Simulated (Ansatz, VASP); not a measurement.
## Cross-check of SiC between VASP and Ansatz

One calculation is typed for both programs; each brings its own data sets. How far apart do they land? The cell is taken from a series of runs on this material, whose earlier steps may have relaxed, scaled, displaced or heated it; both programs get it as it stands.

Main program and level: Ansatz 0.2.0; plane waves, with VASP 6.6.1 beside it; zone-centre phonons at PBE.

## Step 1: The starting structure

It takes space group P6_3mc (No. 186, hexagonal). Conventional cell: a = 3.010 Å, b = 3.010 Å, c = 9.848 Å, α = 90.00°, β = 90.00°, γ = 120.00°. C has 4 Si at 1.84 to 1.85 Å nearest. Nearest to C lie 4 Si at 1.84 to 1.85 Å. Si has 4 C at 1.84 to 1.85 Å nearest. Nearest to Si lie 4 C at 1.84 to 1.85 Å. Farther neighbours are not listed.

## Step 2: Ansatz: zone-centre phonons, PBE

Ansatz runs on its PAW soft_1 files.

Second derivatives magnify differences that forces hide, and they need a tight electronic threshold.

input.yaml reads:

```yaml
crystal:
  lattice:
    - [3.0097749466, 0.0, 0.0]
    - [-1.5048874733, 2.6065415634, 0.0]
    - [0.0, 0.0, 9.8484453827]
  atoms:
    - { symbol: C, position: [0.6666666667, 0.3333333333, 0.7498229784] }
    - { symbol: C, position: [0.3333333333, 0.6666666667, 0.2498229784] }
    - { symbol: C, position: [0.0, 0.0, 0.5004315974] }
    - { symbol: C, position: [0.0, 0.0, 0.0004315974] }
    - { symbol: Si, position: [0.6666666667, 0.3333333333, 0.9377920528] }
    - { symbol: Si, position: [0.3333333333, 0.6666666667, 0.4377920528] }
    - { symbol: Si, position: [0.0, 0.0, 0.6879523713] }
    - { symbol: Si, position: [0.0, 0.0, 0.1879523713] }
kpoints:
  mp_grid: { grid: [9, 9, 4] }
hamiltonian:
  xc: pbe
  pseudopotentials: { kind: paw, azcp: { folder: soft_1 } }
scf:
  occupations: { method: fixed }
output:
  eigenvalues: true
phonons:
  method: dfpt
  dielectric: true
  rigid_motions: translations
```

Run with:

```sh
$ ansatz run input.yaml --threads 8 --pin off --max-ram 16384MiB --backend cpu --events-out ev --progress --plain --runs-dir out
```

Numbers of over 12 decimals in the logs are rounded to 6 here.

The program printed:

```text
Engine: ansatz 0.2.0, x86_64-unknown-linux-gnu
Pseudopotentials: kind: paw
Pseudopotential: C, paw, valence charge 4, recommended cutoff 420 eV (normal), soft_1/C.paw.azcp
Pseudopotential: Si, paw, valence charge 4, recommended cutoff 420 eV (normal), soft_1/Si.paw.azcp
Functional definition: PBE
  parameter kappa = 0.804
  parameter beta = 0.066725
  exchange = pbe_x(kappa = kappa, mu = beta*pi^2/3)
  correlation = pbe_c(beta = beta)
Crystal: 8 atoms, lattice volume = 77.262 Å³
Basis set: ecut = 420 eV, 1473 PW (Γ), exchange–correlation on 48×48×144 points (8 copies of the dense FFT grid, shifted against one another)
Bands: 24, of which v1, the nominal top of the filled ones, is band 16 counted from 1 (15 counted from 0)
Symmetry: 12 space group operations
k-points: 95 of 324 (irreducible under 2 space group operations, time reversal used)
Non-local potential: C, projectors of the file, l = 0: 2, l = 1: 2, l = 2: 1
Non-local potential: Si, projectors of the file, l = 0: 2, l = 1: 2, l = 2: 1
PAW form: soft (Blöchl's): semilocal exchange-correlation on the pseudo side does not see the compensation charge
PAW one-centre angular grid: C, 110 points (default); XC on 64 Gauss nodes
PAW one-centre angular grid: Si, 110 points (default); XC on 64 Gauss nodes
Initial density: superposition of atomic densities (chi_scale 0.1, normalization cell, long waves kept (reshape's long-wave potential 0.00 eV rms))
Initial wavefunctions: pseudopotential atomic-orbital guess
Functional: x = pbe(κ = 0.804, μ = 0.219515), c = pbe(β = 0.066725)
SCF iter   1: F=—  HF=-3555.039378 eV  |F-HF|=—  |Δ(HF+E_count)|=         —  Δρ=1.52e-1  dr2=2.12e1  ethr=3.10e-3  ⟨swp⟩=5.0  Hψ=10620  notcnv=0  defer=503
preconditioner: auto → none  [insulator: Δε(μ)=4.259 eV  Ē_g=13.405 eV  n_scr=6 (ndim 8)  ℏωp=23.9 eV  f_vac=0.000  ε∞_Penn≈4.2]
SCF iter   2: F=—  HF=-3548.502487 eV  |F-HF|=—  |Δ(HF+E_count)|=    6.54e0  Δρ=4.88e-2  dr2=1.04e0  ethr=3.10e-3  ⟨swp⟩=4.1  Hψ=6300  notcnv=0  defer=558
SCF iter   3: F=—  HF=-3548.255044 eV  |F-HF|=—  |Δ(HF+E_count)|=   2.47e-1  Δρ=1.99e-2  dr2=1.52e-1  ethr=3.10e-3  ⟨swp⟩=2.9  Hψ=4378  notcnv=0  defer=556
SCF iter   4: F=—  HF=-3548.245784 eV  |F-HF|=—  |Δ(HF+E_count)|=   9.26e-3  Δρ=1.86e-3  dr2=1.70e-3  ethr=4.76e-4  ⟨swp⟩=2.0  Hψ=2195  notcnv=0  defer=570
SCF iter   5: F=—  HF=-3548.246265 eV  |F-HF|=—  |Δ(HF+E_count)|=   4.81e-4  Δρ=3.50e-4  dr2=1.67e-4  ethr=5.31e-6  ⟨swp⟩=2.6  Hψ=3780  notcnv=0  defer=570
SCF iter   6: F=—  HF=-3548.246232 eV  |F-HF|=—  |Δ(HF+E_count)|=   3.29e-5  Δρ=1.75e-4  dr2=8.30e-6  ethr=5.23e-7  ⟨swp⟩=2.0  Hψ=3024  notcnv=0  defer=555
SCF iter   7: F=—  HF=-3548.246242 eV  |F-HF|=—  |Δ(HF+E_count)|=   9.98e-6  Δρ=4.91e-5  dr2=2.82e-6  ethr=2.59e-8  ⟨swp⟩=2.0  Hψ=3512  notcnv=0  defer=441
SCF iter   8: F=—  HF=-3548.246242 eV  |F-HF|=—  |Δ(HF+E_count)|=   4.85e-8  Δρ=1.89e-5  dr2=1.52e-7  ethr=8.82e-9  ⟨swp⟩=2.1  Hψ=3177  notcnv=0  defer=347
SCF iter   9: F=—  HF=-3548.246242 eV  |F-HF|=—  |Δ(HF+E_count)|=   4.33e-8  Δρ=2.33e-6  dr2=2.27e-9  ethr=4.75e-10  ⟨swp⟩=2.2  Hψ=3234  notcnv=0  defer=347
SCF iter  10: F=—  HF=-3548.246242 eV  |F-HF|=—  |Δ(HF+E_count)|=   3.34e-9  Δρ=4.88e-7  dr2=1.01e-10  ethr=7.11e-12  ⟨swp⟩=2.0  Hψ=3525  notcnv=0  defer=347
SCF iter  11: F=-3548.246242 eV  HF=-3548.246242 eV  |F-HF|=9.09e-13  |Δ(HF+E_count)|=  1.40e-10  Δρ=9.77e-8  dr2=4.29e-12  ethr=1.00e-12  ⟨swp⟩=16.6  Hψ=18186  notcnv=0
SCF 1 converged in 11 iterations: F = -3548.246242 eV  dr2 = 4.29e-12
  greatest PAW one-centre occupation: 0.656 electrons in one spin orbital (limit 2), on the C atom at site 1 (counted from 0), in its partial waves of l = 0
NSCF: frozen V_eff on 4 k-points
DFPT response loops at Γ: preconditioner auto → Resta (q_TF=auto, 2.356 Å⁻¹)  ε∞=5.0 (no band partly filled); β = 1.00, the filter's whole step (`scf.mixing.beta` (0.50) is not read by the response loops at its default; to damp them type it under 1.00, their step now; it binds the ground state too); Broyden in place of MSR1
── the response to a field inside a basis, on 10×10×4 k-points: an SCF that follows is theirs, and a resumed run solves both again ──
Bands: 17, of which v1, the nominal top of the filled ones, is band 16 counted from 1 (15 counted from 0)
k-points: 60 of 400 (irreducible under 4 space group operations, time reversal used)
Initial density: handed on by an earlier stage of this run
Initial wavefunctions: pseudopotential atomic-orbital guess (no wavefunctions were taken with the density)
Eigensolver: Dense (60 Hₖ)
SCF iter   1: F=—  HF=-3548.233646 eV  |F-HF|=—  |Δ(HF+E_count)|=         —  Δρ=1.22e-4  dr2=2.87e-6  ethr=1.00e-1
preconditioner: auto → none  [insulator: Δε(μ)=2.426 eV  Ē_g=10.124 eV  n_scr=6 (ndim 8)  ℏωp=23.9 eV  f_vac=0.000  ε∞_Penn≈6.6]
SCF iter   2: F=—  HF=-3548.233649 eV  |F-HF|=—  |Δ(HF+E_count)|=   3.15e-6  Δρ=6.17e-5  dr2=6.82e-7  ethr=8.96e-9
SCF iter   3: F=—  HF=-3548.233651 eV  |F-HF|=—  |Δ(HF+E_count)|=   1.18e-6  Δρ=1.00e-5  dr2=1.36e-7  ethr=2.13e-9
SCF iter   4: F=-3548.233651 eV  HF=-3548.233651 eV  |F-HF|=2.08e-9  |Δ(HF+E_count)|=   3.49e-8  Δρ=1.82e-6  dr2=3.62e-9  ethr=4.24e-10
SCF 1 converged in 4 iterations: F = -3548.233651 eV  dr2 = 3.62e-9
DFPT response loops at Γ: mixed as the last ones told, above
SCF converged after 11 iterations
Free energy (F): -3548.246242 eV
Harris-Foulkes:  -3548.246242 eV  (|F-HF|=9.09e-13)
Internal energy: -3548.246242 eV  (E = F + TS)
E sigma→0 (E₀):  -3548.246242 eV
Fermi energy:    10.441983 eV
--- Per-component energies (eV) ---
  E_band       = 137.353052
  E_kinetic    = 548.656890
  E_local      = -365.763295  (includes V_loc(G=0)·N_el)
  E_nonlocal   = 183.720630
  E_hartree    = 125.451049
  E_xc         = -427.787699
  E_vxc        = -441.403421  (∫ρ·V_xc dr)
  E_paw        = -2447.797089  (= ΣΔE_a)
  E_vpaw       = -38.760046  (= ΣTr[D̂ρ^β])
  E_aug_tail   = 0.000208  (compensation charges beyond the density's cutoff)
  E_ewald      = -1164.726936
  E_smearing   = -0.000000  (= −TS)
  E_closure    = 0.000000  (closes the sum)
  Σ components = -3548.246242   (vs F -3548.246242, Δ=0.00e0)
--- Band table (eV; the first three rows and the last of 95) ---
  k-point 0: bands = [... 12 lower, 9.8509, 10.3927, 10.4420, 10.4420, 16.1208, 16.6916, 17.3632, 17.4884, ... 4 higher]
  k-point 1: bands = [... 12 lower, 10.0224, 10.0224, 10.3858, 10.3858, 16.1748, 16.5480, 17.5421, 17.7333, ... 4 higher]
  k-point 2: bands = [... 12 lower, 10.2326, 10.2326, 10.2326, 10.2326, 16.3285, 16.3285, 17.8216, 17.8216, ... 4 higher]
  k-point 94: bands = [... 12 lower, 7.0848, 7.0848, 9.0169, 9.0169, 14.8332, 14.8332, 16.2212, 16.2212, ... 4 higher]
--- Phonons (Γ-DFPT): 8 representative perturbations + reference, on 95 of 324 k-points (Σ response iterations 26) ---
  k mesh reduced under 2 symmetry operations, with k and −k counted as one. Each operation leaves every solved perturbation unchanged. A smaller set is not considered because the run solves the response to a homogeneous field
  ASR residual: 6.875e-5 → 0.000e0 eV/Å²; symmetrization residual: 3.954e-5 eV/Å²
  ASR residual per site (eV/Å²): 4.64e-5 4.64e-5 3.55e-5 3.55e-5 6.88e-5 6.88e-5 5.17e-5 5.17e-5
  Γ frequencies (cm⁻¹): 0.00 0.00 0.00 189.16 189.16 198.61 198.61 253.41 253.41 424.34 433.29 637.44 833.57 833.57 837.53 837.96 837.96 846.04 846.04 853.55 853.55 897.71 971.17 979.57
  ε∞ (high-frequency dielectric tensor):
        6.827483     0.000000     0.000000
       -0.000000     6.827483    -0.000000
        0.000000    -0.000000     7.138493
  ε⁰ (static dielectric tensor: ions relaxed, cell fixed):
        9.956648     0.000000    -0.000000
        0.000000     9.956648     0.000000
       -0.000000     0.000000    10.640665
  ε⁰ − ε∞ (ionic part):
        3.129165     0.000000    -0.000000
        0.000000     3.129165     0.000000
       -0.000000     0.000000     3.502172
  softest optical mode at Γ: 189.16 cm⁻¹; the repairs (sum rule, projections) moved no ω² at Γ by more than (4.75 cm⁻¹)²
  Born effective charges Z* (e; rows j = field, columns β = displacement):
    site 0:
        -2.76269   -0.00000    0.00000
         0.00000   -2.76269   -0.00000
        -0.00000   -0.00000   -2.81054
    site 1:
        -2.76269    0.00000   -0.00000
         0.00000   -2.76269    0.00000
         0.00000   -0.00000   -2.81054
    site 2:
        -2.72451    0.00000   -0.00000
        -0.00000   -2.72451   -0.00000
        -0.00000   -0.00000   -2.87933
    site 3:
        -2.72451   -0.00000    0.00000
         0.00000   -2.72451    0.00000
         0.00000    0.00000   -2.87933
    site 4:
         2.73963    0.00000   -0.00000
         0.00000    2.73963   -0.00000
        -0.00000   -0.00000    2.69356
    site 5:
[...]
site 6:
[...]
site 7:
[...]
Z* charge neutrality: 8.721e-3 e pre-enforcement
  solved inside a basis spanned on kpoints, on 10×10×4 k-points, its susceptibility summed on 14×14×4: ε∞ is read to err by 2.5e-2, Z* by 1.6e-2 e (field_mesh: kpoints solves on kpoints); Z* is corrected for what the basis lacks
  optical modes at Γ without the LO–TO term, one row a degenerate level:
      ω (cm⁻¹)  modes    IR ((D/Å)²/amu)
[...]
optical modes at Γ + LO–TO along q̂ = [1.0000, 0.0000, 0.0000]:
      ω (cm⁻¹)  modes    IR ((D/Å)²/amu)
[...]
optical modes at Γ + LO–TO along q̂ = [0.0000, 1.0000, 0.0000]:
      ω (cm⁻¹)  modes    IR ((D/Å)²/amu)
[...]
optical modes at Γ + LO–TO along q̂ = [0.0000, 0.0000, 1.0000]:
      ω (cm⁻¹)  modes    IR ((D/Å)²/amu)
[...]
833.57      2             0.0102
        837.96      2             0.0000
        846.04      2             0.0000
        853.55      2           165.1287
        897.52      1             0.0381
        971.17      1             0.0000
        979.57      1             0.0000
       1022.29      1            88.7812
```

In the SCF lines HF is the Harris–Foulkes energy and dr2 the Hartree energy of the density residual, in eV; the loop may stop once dr2 is under the threshold and the program's other checks hold. Hψ counts applications of the Hamiltonian.

(Part 1 of 3 ends here.)

[Lines on the potential files, build, host, timing and source positions are cut from VASP's logs without a mark.]

[Logs are printed without paths, hosts, clocks, repeated set-up lines and the standing remarks that a program may print on its own settings, such as how far it seeks lower states.]

[Hosts, paths, dates, database ids (printed as entryN), source tags and the programs' standing remarks are cut or masked in the printed files.]
